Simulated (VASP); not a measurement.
## Ta under a change of volume

How do stress and energy of Ta follow a change of volume?

Main program and level: VASP 6.6.1; PBEsol; plane waves and PAW (Ta_pv), in the first sound run; inputs show where later runs differ.

Most raw output is cut from this account.

## (1) The structure

Symmetry: Im-3m, No. 229, cubic system. The conventional cell has a = 3.310 Å, b = 3.310 Å, c = 3.310 Å, α = 90.00°, β = 90.00°, γ = 90.00°. Ta has 8 Ta at 2.87 Å nearest.

## (2) Relax the crystal, PBEsol

The series starts from the cell that this level prefers, so that zero strain is near zero stress.

This step took 2 runs in a row; the last is shown.

Level: PBEsol; plane waves and PAW (Ta_pv).

INCAR

```
SYSTEM = Ta
PREC = Accurate
ENCUT = 450
EDIFF = 1E-07
NELM = 120
ISMEAR = 1
SIGMA = 0.15
LREAL = .FALSE.
ALGO = Normal
GGA = PS
NBANDS = 11
LASPH = .TRUE.
LORBIT = 11
LWAVE = .FALSE.
LCHARG = .FALSE.
KPAR = 8
IBRION = 2
NSW = 40
ISIF = 3
EDIFFG = -0.005
POTIM = 0.4
```

POSCAR

```
Ta
1.0
   -1.6408621308      1.6408621308      1.6408621308
    1.6408621308     -1.6408621308      1.6408621308
    1.6408621308      1.6408621308     -1.6408621308
Ta
1
Direct
    0.0000000000      0.0000000000      0.0000000000
```

KPOINTS

```
Automatic mesh
0
Gamma
25 25 25
0 0 0
```

Potentials, in the order of the species: Ta_pv (PBE family, release 64).

Run with:

```
$ mpirun -np 8 vasp_std
```

Wall time 10 s (8 MPI ranks of Intel Xeon Platinum 8488C (Sapphire Rapids), shared host); peak memory 1.4 GiB.

Read from the output:

- energy(sigma→0) of the program: -12.5502 eV
- stress, compression positive: xx, yy, zz -0.01, -0.01, -0.01 GPa
- volume: 17.672 Å³
- ionic steps: 1

## (3) Relax at fixed volume, PBEsol

One member in full: the volume is scaled by 0.98, and the cell is held.

Level: PBEsol; plane waves and PAW (Ta_pv).

INCAR, as its differences from that of step 2:

```diff
@@ -15,7 +15,8 @@
 LCHARG = .FALSE.
-KPAR = 8
+KPAR = 2
 IBRION = 2
 NSW = 40
-ISIF = 3
-EDIFFG = -0.005
+ISIF = 2
+EDIFFG = -0.004
 POTIM = 0.4
+MAXMIX = 40
```

POSCAR

```
Ta
1.0
   -1.6298493015      1.6298493015      1.6298493015
    1.6298493015     -1.6298493015      1.6298493015
    1.6298493015      1.6298493015     -1.6298493015
Ta
1
Direct
    0.0000000000      0.0000000000      0.0000000000
```

KPOINTS is that of step 2.

Run with:

```
$ mpirun -np 2 vasp_std
```

It took 27 s on 2 MPI ranks; peak memory 0.34 GiB; 52 s of CPU time.

This run gave:

```
energy(sigma→0) of the program : -12.5455 eV
stress, compression positive   : xx, yy, zz 4.31, 4.31, 4.31 GPa
ionic steps                    : 1
```

## (4) The table

The other members went through these steps as far as the tables show, with the same cutoff and, step by step, the same mesh; 9 runs are not shown. The session took 0.23 core hours (wall time by ranks) on a shared machine.

| volume over the relaxed volume | volume (Å³/atom) | pressure (GPa) | energy above the unstrained row, extrapolated to no smearing (meV/atom) |
| --- | --- | --- | --- |
| 0.940 | 16.611 | 14.390 | 45.183 |
| 0.960 | 16.965 | 9.087 | 19.385 |
| 0.980 | 17.318 | 4.310 | 4.704 |
| 0.990 | 17.495 | 2.099 | 1.170 |
| 1 | 17.672 | -0.006 | 0.000 |
| 1.010 | 17.848 | -2.011 | 1.076 |
| 1.020 | 18.025 | -3.925 | 4.297 |
| 1.040 | 18.378 | ? | ? |
| 1.060 | 18.732 | -10.772 | 36.765 |

## (5) Stress from the known rows

Fitting a cubic to the 8 known rows (u: logarithm of the volume ratio) gives pressure = − 720.5 u³ + 396.1 u² − 205.4 u − 0.006358 in GPa; the residuals are 4.2e-4 GPa r.m.s.

For the withheld row, u = 0.03922, the fit gives -7.496 GPa.

## (6) Checking the prediction

The calculation gives -7.503 GPa, so the prediction is 0.007 GPa too high, more than twice the residual of the fit.

A cubic of the pressure in ln(V/V₀) through all rows has the slope −B at V₀: B = 205 GPa, and its curvature gives B′ = 3.9.

## (7) Outcome

```json
{
  "error of the predicted pressure": "0.007 GPa",
  "bulk modulus": "205 GPa"
}
```

**Reading.** These are static values: temperature and zero-point motion are left out. In a metal the slopes also depend on mesh and smearing, which were held through the series.

[Lines on the potential files, build, host, timing and source positions are cut from VASP's logs without a mark.]

[Logs are printed without paths, hosts, clocks, repeated set-up lines and the standing remarks that a program may print on its own settings, such as how far it seeks lower states.]

[Hosts, paths, dates, database ids (printed as entryN), source tags and the programs' standing remarks are cut or masked in the printed files.]

[In band tables of VASP the shares of atoms and orbitals are scaled to a sum of 1 inside the atoms' spheres.]
